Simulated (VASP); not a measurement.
Here is the system:

```
CsCl
1.0
    4.10063     0.00000     0.00000
    0.00000     4.10063     0.00000
    0.00000     0.00000     4.10063
Cs Cl
1 1
Direct
  0.00000   0.00000   0.00000
  0.50000   0.50000   0.50000
```

Level of theory: rev-vdW-DF2, VASP's PBE PAW potentials (set 64) (plane waves; VASP). Numerical set-up: 520 eV cut-off, Gaussian smearing of 0.050 eV, potentials Cs_sv Cl.

Unless said otherwise, spin-orbit coupling is left out, though it shifts the bands of the heavy elements here.

Problem. Give the energies of bands 3 to 11 at the high-symmetry points, in eV from the valence-band maximum.

Solution. 
```json
[
 {"band": "3", "Γ": "-5.83", "X": "-6.38", "M": "-6.65", "R": "-6.39"},
 {"band": "4", "Γ": "-5.83", "X": "-5.67", "M": "-6.65", "R": "-6.39"},
 {"band": "5", "Γ": "-5.83", "X": "-5.67", "M": "-5.58", "R": "-6.39"},
 {"band": "6", "Γ": "0.00", "X": "-1.23", "M": "-0.43", "R": "-1.16"},
 {"band": "7", "Γ": "0.00", "X": "-0.26", "M": "-0.43", "R": "-1.16"},
 {"band": "8", "Γ": "0.00", "X": "-0.26", "M": "-0.07", "R": "-1.16"},
 {"band": "9", "Γ": "5.21", "X": "6.32", "M": "5.86", "R": "8.52"},
 {"band": "10", "Γ": "5.28", "X": "7.60", "M": "5.96", "R": "8.52"},
 {"band": "11", "Γ": "5.28", "X": "8.91", "M": "7.95", "R": "8.52"}
]
```

The gap is direct, 5.21 eV, from the valence maximum at Γ to the conduction minimum at Γ.

Measured: gap 8.35 eV at 80 K (computed value off by -3.14 eV), as given by Wikipedia, Caesium chloride.

The compound is CsCl in the CsCl type structure. It was relaxed first.
